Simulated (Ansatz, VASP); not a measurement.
**One calculation of InW2, two programs**

```
In W
1.0
     4.66584    0.00000    0.00000
    -2.33292    4.04073    0.00000
     0.00000    0.00000    2.84294
In W
1 2
Direct
  0.00000 0.00000 0.00000
  0.33333 0.66667 0.50000
  0.66667 0.33333 0.50000
```

Alike in both runs: functional r2SCAN; k mesh 6 × 6 × 4; occupations gaussian, width 0.1 eV; no spin polarisation.

Ansatz relaxed the structure, and its values are those at the end. VASP's run is a single point on that final structure, the one shown.

```csv
,VASP,Ansatz
version,VASP 6.6.1,Ansatz 0.2.0
potentials or method,"VASP PAW PBE potentials, release 64 (In_d, W_sv)","scalar-relativistic, plane waves, PAW"
plane-wave cutoff (eV),520,500
valence electrons in the cell,41,41
```

Ansatz gave:

* gap on the k mesh at the Fermi level (eV): none
* pressure (GPa): 0.0

Question: Estimate VASP's values.

Answer: gap on the k mesh at the Fermi level (eV): none; pressure (GPa): 0.6.

A gap of «none» marks a metal or a gap that the smearing closes. With one functional, cell and mesh, what is left measures potentials, basis and numerics.

Caveats: the k mesh is coarse (spacing up to 0.55 Å⁻¹), so the values aren't converged; the PAW data sets were made with another functional, which shifts forces and pressure a little (VASP). The runs have no spin-orbit coupling, so splittings on W are missing.
